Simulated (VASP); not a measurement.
Method: PBE GGA, VASP's PBE PAW potentials (set 64) (plane waves; VASP).

Input for VASP

INCAR:
```
LMAXMIX = 4   # l cut-off of mixed one-centre charges
ICHARG = 11   # fixed density
LREAL = .FALSE.   # projection in real space or not
LWAVE = .FALSE.
EDIFF = 1E-7   # SCF stop (eV)
ISMEAR = 0
LCHARG = .FALSE.
LASPH = .TRUE.   # aspherical one-centre terms
ALGO = Normal   # blocked Davidson
ENCUT = 520   # plane-wave cut-off (eV)
LORBIT = 11   # lm-projected
SIGMA = 0.05
NELM = 100   # most electronic steps
GGA = PE
PREC = Accurate
SYSTEM = GaN
```

POSCAR:
```
GaN
1
    1.6095892537    -2.7878903276     0.0000000000
    1.6095892537     2.7878903276     0.0000000000
    0.0000000000     0.0000000000     5.2415015396
Ga N
2 2
Direct
  0.6666670000   0.3333330000   0.5000480094
  0.3333330000   0.6666670000   0.0000480094
  0.6666670000   0.3333330000   0.8769519906
  0.3333330000   0.6666670000   0.3769519906
```

KPOINTS:
```
k-points along high-symmetry lines
10
Line-mode
Reciprocal
  0.000000   0.000000   0.000000 ! GAMMA
  0.000000   0.500000   0.000000 ! M

  0.000000   0.500000   0.000000 ! M
 -0.333333   0.666667   0.000000 ! K

 -0.333333   0.666667   0.000000 ! K
  0.000000   0.000000   0.000000 ! GAMMA

  0.000000   0.000000   0.000000 ! GAMMA
  0.000000   0.000000   0.500000 ! A

  0.000000   0.000000   0.500000 ! A
  0.000000   0.500000   0.500000 ! L

  0.000000   0.500000   0.500000 ! L
 -0.333333   0.666667   0.500000 ! H

 -0.333333   0.666667   0.500000 ! H
  0.000000   0.000000   0.500000 ! A

  0.000000   0.500000   0.500000 ! L
  0.000000   0.500000   0.000000 ! M

 -0.333333   0.666667   0.500000 ! H
 -0.333333   0.666667   0.000000 ! K
```

POTCAR, in this order: Ga_d N (PBE.64 set). Program: vasp_std. Read from the step before: CHGCAR.

The run wrote:

**OSZICAR**
```
       N       E                     dE             d eps       ncg     rms          rms(c)
DAV:   1     0.266985665762E+03    0.26699E+03   -0.18612E+04  4190   0.307E+03
DAV:   2     0.104905516515E+02   -0.25650E+03   -0.24957E+03  4304   0.534E+02
DAV:   3    -0.219624194183E+02   -0.32453E+02   -0.31908E+02  4580   0.149E+02
DAV:   4    -0.232956714707E+02   -0.13333E+01   -0.13296E+01  5312   0.314E+01
DAV:   5    -0.233203549816E+02   -0.24684E-01   -0.24668E-01  4608   0.383E+00
DAV:   6    -0.233215680285E+02   -0.12130E-02   -0.12130E-02  5984   0.739E-01
DAV:   7    -0.233215827766E+02   -0.14748E-04   -0.14748E-04  4702   0.689E-02
DAV:   8    -0.233215832938E+02   -0.51723E-06   -0.51725E-06  5822   0.114E-02
DAV:   9    -0.233215833018E+02   -0.79835E-08   -0.80011E-08  3384   0.138E-03
   1 F= -.23321583E+02 E0= -.23321583E+02  d E =-.370184E-17
```

### OUTCAR
```
 val. band max:        5.0055175233   @ k =   0.0000   0.0000   0.0000

 cond. band min:       6.7224931685   @ k =  -0.0000   0.0000   0.0000



 k-point     1 :       0.0000    0.0000    0.0000
  band No.  band energies     occupation
      1     -10.7269      2.00000
      2      -9.9043      2.00000
      3      -8.4131      2.00000
      4      -8.3991      2.00000
      5      -8.3991      2.00000
      6      -8.3433      2.00000
      7      -8.3433      2.00000
      8      -8.1692      2.00000
      9      -8.1692      2.00000
     10      -8.0791      2.00000
     11      -8.0791      2.00000
     12      -6.8402      2.00000
     13      -1.8495      2.00000
     14       4.0087      2.00000
     15       4.0088      2.00000
     16       4.9740      2.00000
     17       5.0055      2.00000
     18       5.0055      2.00000
     19       6.7225      0.00000
     20       9.0643      0.00000
     21      14.0336      0.00000
     22      14.7298      0.00000

 k-point     2 :       0.0000    0.0556    0.0000
  band No.  band energies     occupation
      1     -10.6979      2.00000
      2      -9.8971      2.00000
      3      -8.4112      2.00000
      4      -8.3949      2.00000
      5      -8.3880      2.00000
      6      -8.3403      2.00000
      7      -8.3377      2.00000
      8      -8.1715      2.00000
      9      -8.1696      2.00000
     10      -8.0839      2.00000
     11      -8.0784      2.00000
     12      -6.8192      2.00000
     13      -1.8067      2.00000
     14       3.7716      2.00000
     15       3.9447      2.00000
     16       4.6723      2.00000
     17       4.9466      2.00000
     18       4.9789      2.00000
     19       7.0329      0.00000
     20       9.2711      0.00000
     21      13.9704      0.00000
     22      14.4787      0.00000

 k-point     3 :       0.0000    0.1111    0.0000
  band No.  band energies     occupation
      1     -10.6148      2.00000
      2      -9.8774      2.00000
...
```

The density is held fixed in this step, so its total energy and stress have no physical meaning.

The compound is GaN in the wurtzite structure. It was relaxed first.
